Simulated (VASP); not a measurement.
Input:

```
BaMg2As2
1.0
    4.49298     0.00000     0.00000
   -2.24649     3.89104     0.00000
    0.00000     0.00000     7.77006
Ba Mg As
1 2 2
Cartesian
  0.00530  -0.03936  -0.03709
  2.27452   1.32988   2.92298
  0.00514   2.59208   4.86418
  2.20706   1.26028   5.62677
  0.00096   2.63920   2.16328
```

Calculation: PBEsol GGA, VASP's PBE PAW potentials (set 64) (plane waves; VASP 6.6.1). Settings: 300 eV cut-off, 4×4×2 Γ-centred mesh, Fermi-Dirac smearing of 0.050 eV, potentials Ba_sv Mg As.

Q: Predict the energy per atom (σ→0), largest force.

A: 
The energy per atom (σ→0) is -4.083 eV/atom and the largest force is 0.336 eV/Å.

Only differences to runs with the same potentials and settings are physical.

The structure comes from a computed database's BaMg2As2 entry; how it stands against other phases isn't given here. The cell was not relaxed at this level, atoms are displaced from their ideal sites.
